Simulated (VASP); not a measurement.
Crystal: C.

```
CELL_PARAMETERS angstrom
0.00000 1.78337 1.78337
1.78337 0.00000 1.78337
1.78337 1.78337 0.00000
ATOMIC_POSITIONS crystal
C 0.00000 0.00000 0.00000
C 0.25000 0.25000 0.25000
```

This isn't the form of C at room conditions, which is graphite.

Base run:

```yaml
Program: VASP 6.6.1
Functional: PBE
Potentials_or_basis: VASP PAW PBE potentials, release 64 (C)
Cutoff: 450 eV
k_mesh: 10 × 10 × 10
Occupations: gaussian, width 0.02 eV
Spin: no spin polarisation
```

Its results: band gap on the k mesh 4.17 eV, indirect (least direct gap 5.60 eV).

The run is repeated on the same cell with these changes: cutoff from 450 eV to 520 eV; k mesh from 10 × 10 × 10 to 4 × 4 × 4. What comes out?

Band gap on the k mesh 4.43 eV, indirect (least direct gap 5.58 eV).

Caveats: some runs use coarse meshes.

A k mesh can miss the band edges.
